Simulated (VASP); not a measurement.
Computed with PBEsol GGA, VASP's PBE PAW potentials (set 64) (plane waves; VASP).

VASP ran on this input.

File KPOINTS:
```
Automatic mesh
0
G
  28 28 28
0 0 0
```

### POSCAR
```
H
1
    1.4387149778     0.0000000000     0.0000000000
    0.0000000000     1.4387149778     0.0000000000
    0.0000000000     0.0000000000     1.4387149778
H
1
Direct
  0.0000000000   0.0000000000   0.0000000000
```

### INCAR
```
! general
SYSTEM = H
PREC   = Accurate
ENCUT  = 400
LREAL  = .False.
LASPH  = .True.

! electronic loop
EDIFF  = 1E-7
NELM   = 100
ALGO   = Normal

! smearing
ISMEAR = -5

! functional
GGA    = PS

! ions
ISIF   = 2

! output
LWAVE  = .False.
LCHARG = .True.
LORBIT = 11
NEDOS  = 601
```

POTCAR, in this order: H (PBE.64 set). Program: vasp_std.

What VASP printed:

OUTCAR:
```
 ion  position               nearest neighbor table
   1  0.000  0.000  0.000-
  LATTYP: Found a simple cubic cell.
 ALAT       =     1.4387149778
 Subroutine PRICEL returns:
 Original cell was already a primitive cell.
 Subroutine GETGRP returns: Found 48 space group operations
The static configuration has the point symmetry O_h .
The dynamic configuration has the point symmetry O_h .
 Subroutine INISYM returns: Found 48 space group operations
 Subroutine IBZKPT returns following result:
 Found    680 irreducible k-points:

 Following reciprocal coordinates:
            Coordinates               Weight
  0.000000  0.000000  0.000000      1.000000
  0.035714  0.000000  0.000000      6.000000
  0.071429  0.000000  0.000000      6.000000
  0.107143  0.000000  0.000000      6.000000
  0.142857  0.000000  0.000000      6.000000
  0.178571  0.000000  0.000000      6.000000
  0.214286  0.000000  0.000000      6.000000
  0.250000  0.000000  0.000000      6.000000
  0.285714  0.000000  0.000000      6.000000
  0.321429  0.000000  0.000000      6.000000
  0.357143  0.000000  0.000000      6.000000
  0.392857  0.000000  0.000000      6.000000
  0.428571  0.000000  0.000000      6.000000
  0.464286  0.000000  0.000000      6.000000
  0.500000  0.000000  0.000000      3.000000
  0.035714  0.035714  0.000000     12.000000
  0.071429  0.035714  0.000000     24.000000
  0.107143  0.035714  0.000000     24.000000
  0.142857  0.035714  0.000000     24.000000
  0.178571  0.035714  0.000000     24.000000
  0.214286  0.035714  0.000000     24.000000
  0.250000  0.035714  0.000000     24.000000
  0.285714  0.035714  0.000000     24.000000
  0.321429  0.035714  0.000000     24.000000
  0.357143  0.035714  0.000000     24.000000
...
```

### OSZICAR
```
       N       E                     dE             d eps       ncg     rms          rms(c)
DAV:   1    -0.233584833433E+01   -0.23358E+01   -0.15449E+02  6676   0.766E+01
DAV:   2    -0.235487982278E+01   -0.19031E-01   -0.18993E-01  6748   0.354E+00
DAV:   3    -0.235488406942E+01   -0.42466E-05   -0.42480E-05  6220   0.382E-02
DAV:   4    -0.235488406959E+01   -0.17504E-09   -0.42600E-10  6560   0.107E-04
DAV:   5    -0.235488406953E+01    0.63334E-10    0.28229E-14  5536   0.330E-07    0.511E-01
DAV:   6    -0.235485994765E+01    0.24122E-04   -0.17823E-05  5944   0.481E-02    0.310E-01
DAV:   7    -0.235489572243E+01   -0.35775E-04   -0.58064E-05  6140   0.824E-02    0.999E-03
DAV:   8    -0.235489570161E+01    0.20827E-07   -0.78503E-08  6252   0.290E-03
   1 F= -.23548957E+01 E0= -.23548957E+01  d E =0.000000E+00
```

**OUTCAR**
```
------------------------ aborting loop because EDIFF is reached ----------------------------------------
  FORCE on cell =-STRESS in cart. coord.  units (eV):
  Direction    XX          YY          ZZ          XY          YZ          ZX
  --------------------------------------------------------------------------------------
  Total       -0.0058228     -0.0058228     -0.0058228      0.0000000      0.0000000      0.0000000
  in kB       -3.1326714     -3.1326714     -3.1326714      0.0000000      0.0000000      0.0000000
  external PRESSURE =      -3.1326714 kB  Pullay stress =       0.0000000 kB
  volume of cell :        2.98
      direct lattice vectors                 reciprocal lattice vectors
     1.438714978  0.000000000  0.000000000     0.695064704  0.000000000  0.000000000
     0.000000000  1.438714978  0.000000000     0.000000000  0.695064704  0.000000000
     0.000000000  0.000000000  1.438714978     0.000000000  0.000000000  0.695064704
 POSITION                                       TOTAL-FORCE (eV/Angst)
 -----------------------------------------------------------------------------------
      0.00000      0.00000      0.00000         0.000000      0.000000      0.000000
 -----------------------------------------------------------------------------------
    total drift:                               -0.000000     -0.000000     -0.000000
  FREE ENERGIE OF THE ION-ELECTRON SYSTEM (eV)
  ---------------------------------------------------
  free  energy   TOTEN  =        -2.3548957016 eV

  energy  without entropy=       -2.3548957016  energy(sigma->0) =       -2.35489570

 total charge

# of ion       s       p       d       tot
------------------------------------------
    1        0.427   0.022   0.000   0.450
```
(Selected blocks of OUTCAR.)

**OUTCAR**
```
 val. band max:        2.2595194072   @ k =   0.3214   0.2857   0.2143

 cond. band min:       2.3239522839   @ k =   0.3929   0.2857   0.0000


 Fermi energy:         2.3109181839

 k-point     1 :       0.0000    0.0000    0.0000
  band No.  band energies     occupation
      1     -13.6072      2.00000
      2      49.8685      0.00000
      3      61.1881      0.00000
      4      61.1881      0.00000

 k-point     2 :       0.0357    0.0000    0.0000
  band No.  band energies     occupation
      1     -13.5175      2.00000
      2      49.1469      0.00000
      3      58.4909      0.00000
      4      61.2801      0.00000

 k-point     3 :       0.0714    0.0000    0.0000
  band No.  band energies     occupation
      1     -13.2489      2.00000
      2      46.8451      0.00000
      3      56.5932      0.00000
      4      61.5561      0.00000

 k-point     4 :       0.1071    0.0000    0.0000
  band No.  band energies     occupation
      1     -12.8017      2.00000
      2      43.3680      0.00000
      3      56.0391      0.00000
      4      62.0159      0.00000

 k-point     5 :       0.1429    0.0000    0.0000
  band No.  band energies     occupation
      1     -12.1758      2.00000
      2      39.4326      0.00000
      3      56.2072      0.00000
      4      62.6589      0.00000

 k-point     6 :       0.1786    0.0000    0.0000
  band No.  band energies     occupation
      1     -11.3754      2.00000
      2      35.4377      0.00000
      3      56.7458      0.00000
      4      63.4849      0.00000

 k-point     7 :       0.2143    0.0000    0.0000
  band No.  band energies     occupation
      1     -10.4014      2.00000
      2      31.5140      0.00000
      3      57.5367      0.00000
      4      64.4929      0.00000

 k-point     8 :       0.2500    0.0000    0.0000
  band No.  band energies     occupation
      1      -9.2546      2.00000
      2      27.7242      0.00000
...
```

For a metal the tetrahedron method with Blöchl corrections gives inexact stress and forces.

The structure was generated: H was put into the simple-cubic type (Pm-3m), which need not be its known phase. It was relaxed first, which changed the volume by -11 %.
